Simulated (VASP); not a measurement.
Crystal: AlB3P4.

```
Al B P
1.0
    -2.42000    2.42000    4.84500
     2.42000   -2.42000    4.84500
     2.42000    2.42000   -4.84500
Al B P
1 3 4
Direct
  0.50000 0.50000 0.00000
  0.25000 0.75000 0.50000
  0.75000 0.25000 0.50000
  0.00000 0.00000 0.00000
  0.36900 0.89900 0.00000
  0.89900 0.36900 0.00000
  0.10100 0.10100 0.47000
  0.63100 0.63100 0.53000
```

The cell was built by a generator and needn't be a form met in nature.

```yaml
Program: VASP 6.6.1
Task: relaxation of cell and atoms
Functional: PBE
Potentials_or_basis: VASP PAW PBE potentials, release 64 (Al, B, P)
Cutoff: 520 eV
k_mesh: 4 × 4 × 4
Occupations: gaussian, width 0.15 eV
Spin: no spin polarisation
```

At the start: pressure -2.1 GPa; volume 14.19 Å³/atom.

Problem. Where does the relaxation end?

Solution. Over 4 steps the energy falls by 35.4 meV/atom and the volume is 13.81 Å³/atom (-2.7 %); space group I-42m (No. 121, to 0.05 Å).

Step by step:
```
step  energy change (eV)  largest force (eV/Å)  pressure (GPa)  volume (Å³)
   1              0.0000                1.5512           -2.14       113.50
   2             -0.2759                0.2251            0.06       110.42
   3             -0.2780                0.1687            0.29       110.13
   4             -0.2831                0.0212           -0.02       110.48
```

Final structure:
```
CELL_PARAMETERS angstrom
-2.40183 2.40183 4.78772
2.40183 -2.40183 4.78772
2.40183 2.40183 -4.78772
ATOMIC_POSITIONS crystal
Al 0.50000 0.50000 0.00000
B 0.25000 0.75000 0.50000
B 0.75000 0.25000 0.50000
B 0.00000 0.00000 0.00000
P 0.35718 0.91191 0.00000
P 0.91191 0.35718 0.00000
P 0.08809 0.08809 0.44527
P 0.64282 0.64282 0.55473
```

Caveat: the k mesh is coarse (spacing up to 0.46 Å⁻¹), so the values aren't converged.
